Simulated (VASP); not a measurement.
Level of theory: LDA (Ceperley-Alder, Perdew-Zunger), VASP's LDA PAW potentials (set 64) (plane waves; VASP).

A VASP calculation is set up with these files.

**INCAR**
```
NELM = 100   # most electronic steps
LMAXMIX = 6
LWAVE = .FALSE.
EDIFF = 1E-6   # SCF stop (eV)
PREC = Accurate
ISMEAR = 0
LASPH = .TRUE.   # aspherical one-centre terms
ISIF = 2   # forces and stress, cell fixed
ENCUT = 300
ALGO = Normal   # blocked Davidson
LREAL = .FALSE.
SIGMA = 0.1
LCHARG = .FALSE.
SYSTEM = Ta2Si
```

### KPOINTS
```
K-points
0
G
7 7 7
0 0 0
```

POSCAR:
```
Ta2Si
1
   -3.0260100000     3.0260100000     2.4731670000
    3.0260100000    -3.0260100000     2.4731670000
    3.0260100000     3.0260100000    -2.4731670000
Ta Si
4 2
Direct
  0.6635900000   0.8364100000   0.5000000000
  0.3364100000   0.1635900000   0.5000000000
  0.8364100000   0.3364100000   0.1728200000
  0.1635900000   0.6635900000   0.8271800000
  0.2500000000   0.2500000000   0.0000000000
  0.7500000000   0.7500000000   0.0000000000
```

POTCAR, in this order: Ta_pv Si (LDA.64 set). Program: vasp_std.

Output of the run:

OUTCAR:
```
 ion  position               nearest neighbor table
   1  0.664  0.836  0.500-   5 2.58   5 2.58   6 2.58   6 2.58   2 2.80   2 2.88   2 2.88   4 3.17
                             3 3.17   4 3.17   3 3.17   4 3.20   3 3.20   4 3.20   3 3.20
   2  0.336  0.164  0.500-   6 2.58   6 2.58   5 2.58   5 2.58   1 2.80   1 2.88   1 2.88   4 3.17
                             4 3.17   3 3.17   3 3.17   4 3.20   3 3.20   3 3.20   4 3.20
   3  0.836  0.336  0.173-   6 2.58   5 2.58   5 2.58   6 2.58   4 2.80   4 2.88   4 2.88   1 3.17
                             2 3.17   2 3.17   1 3.17   2 3.20   1 3.20   2 3.20   1 3.20
   4  0.164  0.664  0.827-   6 2.58   5 2.58   5 2.58   6 2.58   3 2.80   3 2.88   3 2.88   1 3.17
                             2 3.17   1 3.17   2 3.17   2 3.20   1 3.20   1 3.20   2 3.20
   5  0.250  0.250  0.000-   6 2.47   6 2.47   3 2.58   4 2.58   1 2.58   1 2.58   2 2.58   3 2.58
                             4 2.58   2 2.58
   6  0.750  0.750  0.000-   5 2.47   5 2.47   2 2.58   2 2.58   4 2.58   3 2.58   1 2.58   3 2.58
                             4 2.58   1 2.58
  LATTYP: Found a body centered tetragonal cell.
 ALAT       =     6.0520200000
 C/A-ratio  =     0.8173029831
 Subroutine PRICEL returns:
 Original cell was already a primitive cell.
 Subroutine GETGRP returns: Found 16 space group operations
The static configuration has the point symmetry C_4h.
 The point group associated with its full space group is D_4h.
The dynamic configuration has the point symmetry C_4h.
 Subroutine INISYM returns: Found 16 space group operations
 Subroutine IBZKPT returns following result:
 Found     40 irreducible k-points:
...
```

### OSZICAR
```
       N       E                     dE             d eps       ncg     rms          rms(c)
DAV:   1     0.351107136657E+03    0.35111E+03   -0.21130E+04  2504   0.114E+03
DAV:   2    -0.544081870464E+02   -0.40552E+03   -0.39866E+03  2797   0.376E+02
DAV:   3    -0.697872260834E+02   -0.15379E+02   -0.15129E+02  3171   0.665E+01
DAV:   4    -0.700822443279E+02   -0.29502E+00   -0.29363E+00  3025   0.861E+00
DAV:   5    -0.700892079768E+02   -0.69636E-02   -0.69600E-02  3133   0.114E+00    0.356E+01
DAV:   6    -0.671115901218E+02    0.29776E+01   -0.90832E+00  2823   0.156E+01    0.165E+01
DAV:   7    -0.666843570493E+02    0.42723E+00   -0.15666E+00  3149   0.722E+00    0.345E+00
DAV:   8    -0.666521263448E+02    0.32231E-01   -0.52749E-02  3058   0.108E+00    0.704E-01
DAV:   9    -0.666487870317E+02    0.33393E-02   -0.72078E-03  3075   0.487E-01    0.165E-01
DAV:  10    -0.666486421121E+02    0.14492E-03   -0.40546E-04  3144   0.130E-01    0.731E-02
DAV:  11    -0.666486302587E+02    0.11853E-04   -0.48515E-05  3027   0.400E-02    0.279E-02
DAV:  12    -0.666486298087E+02    0.45002E-06   -0.58935E-06  2671   0.152E-02
   1 F= -.66648630E+02 E0= -.66639253E+02  d E =-.187540E-01
```

OUTCAR:
```
------------------------ aborting loop because EDIFF is reached ----------------------------------------
  FORCE on cell =-STRESS in cart. coord.  units (eV):
  Direction    XX          YY          ZZ          XY          YZ          ZX
  --------------------------------------------------------------------------------------
  Total        3.6349303      3.6349303      4.6308985      0.0000000      0.0000000      0.0000000
  in kB       64.2913468     64.2913468     81.9071277      0.0000000      0.0000000      0.0000000
  external PRESSURE =      70.1632738 kB  Pullay stress =       0.0000000 kB
  volume of cell :       90.58
      direct lattice vectors                 reciprocal lattice vectors
    -3.026010000  3.026010000  2.473167000     0.000000000  0.165234087  0.202169930
     3.026010000 -3.026010000  2.473167000     0.165234087  0.000000000  0.202169930
     3.026010000  3.026010000 -2.473167000     0.165234087  0.165234087  0.000000000
 POSITION                                       TOTAL-FORCE (eV/Angst)
 -----------------------------------------------------------------------------------
      2.03596      0.99005      2.47317         0.162166     -0.162166     -0.000000
      0.99005      2.03596      0.00000        -0.162166      0.162166     -0.000000
     -0.99005      2.03596      2.47317         0.162166      0.162166      0.000000
      4.01606      0.99005      0.00000        -0.162166     -0.162166      0.000000
      0.00000      0.00000      1.23658         0.000000      0.000000      0.000000
      0.00000      0.00000      3.70975         0.000000      0.000000      0.000000
 -----------------------------------------------------------------------------------
    total drift:                               -0.000000     -0.000000      0.000000
  FREE ENERGIE OF THE ION-ELECTRON SYSTEM (eV)
  ---------------------------------------------------
  free  energy   TOTEN  =       -66.6486298087 eV

  energy  without entropy=      -66.6298758439  energy(sigma->0) =      -66.63925283
```
(Selected blocks of OUTCAR.)

At this cut-off the stress carries a Pulay error, which pulls relaxed volumes low.

The structure comes from a computed database's Ta2Si entry (I4/mcm); how it stands against other phases isn't given here. The cell was not relaxed at this level, and its volume differs by -5.9 % from the start's.
